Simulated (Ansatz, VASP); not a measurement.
# Sc4GeSe in VASP and in Ansatz

The input INCAR:

```
ALGO = Normal ; EDIFF = 1E-6
ENCUT = 520 ; GGA = PE
ISIF = 2 ; ISMEAR = 0
LASPH = T ; LCHARG = F
LREAL = F ; LWAVE = F
NBANDS = 41 ; NELM = 100
PREC = Accurate ; SIGMA = 0.1
```

Contents of KPOINTS:

```
k-points
0
Gamma
  4 4 4
```

File POSCAR:

```
Sc4GeSe
1.0
   -3.3813124600      3.3813124600      2.8737334500
    3.3813124600     -3.3813124600      2.8737334500
    3.3813124600      3.3813124600     -2.8737334500
Sc Ge Se
4 1 1
Direct
    0.0000000000      0.3315103800      0.3315103800
    0.0000000000      0.6684896200      0.6684896200
    0.3315103800      0.0000000000      0.3315103800
    0.6684896200      0.0000000000      0.6684896200
    0.5000000000      0.5000000000      0.0000000000
    0.0000000000      0.0000000000      0.0000000000
```

Input for Ansatz:

```yaml
crystal:
  lattice:
    - [-3.38131246, 3.38131246, 2.87373345]
    - [3.38131246, -3.38131246, 2.87373345]
    - [3.38131246, 3.38131246, -2.87373345]
  atoms:
    - { symbol: Sc, position: [0.0, 0.33151038, 0.33151038] }
    - { symbol: Sc, position: [0.0, 0.66848962, 0.66848962] }
    - { symbol: Sc, position: [0.33151038, 0.0, 0.33151038] }
    - { symbol: Sc, position: [0.66848962, 0.0, 0.66848962] }
    - { symbol: Ge, position: [0.5, 0.5, 0.0] }
    - { symbol: Se, position: [0.0, 0.0, 0.0] }
basis:
  ecutwfc: 420
kpoints:
  mp_grid: { grid: [4, 4, 4] }
hamiltonian:
  xc: pbe
scf:
  occupations: { method: gaussian, width: 0.1 }
  lower_state_search: "off"
output:
  forces: true
  stress: true
  eigenvalues: true
```

Alike in both runs: task single point; functional PBE; k mesh 4 × 4 × 4; occupations gaussian, width 0.1 eV; no spin polarisation.

|  | VASP | Ansatz |
| --- | --- | --- |
| version | VASP 6.6.1 | Ansatz 0.2.0 |
| potentials or method | VASP PAW PBE potentials, release 64 (Sc_sv, Ge_d, Se) | scalar-relativistic, plane waves, PAW |
| plane-wave cutoff (eV) | 520 | 420 |
| valence electrons in the cell | 64 | 74 |

```tsv
	VASP	Ansatz	Ansatz less VASP
gap on the k mesh at the Fermi level (eV)	none	none	-
pressure (GPa)	16.8	16.5	-0.39
largest component of the traceless stress (GPa)	16.56	16.20	-0.350
rms of the force components (eV/Å)	0.834	0.842	+0.0085
```

Atom by atom the forces differ by 0.009 eV/Å (rms over components). A gap of «none» marks a metal or a gap that the smearing closes. With one functional, cell and mesh, what is left measures potentials, basis and numerics. The two sets of potentials don't hold the same shells in valence.

Caveats: so large a pressure means that the cell lies far from this level's equilibrium, or that cutoff or potentials fall short (VASP); forces of over 1 eV/Å show positions far from the minimum, so gaps and moduli don't describe the material at rest.
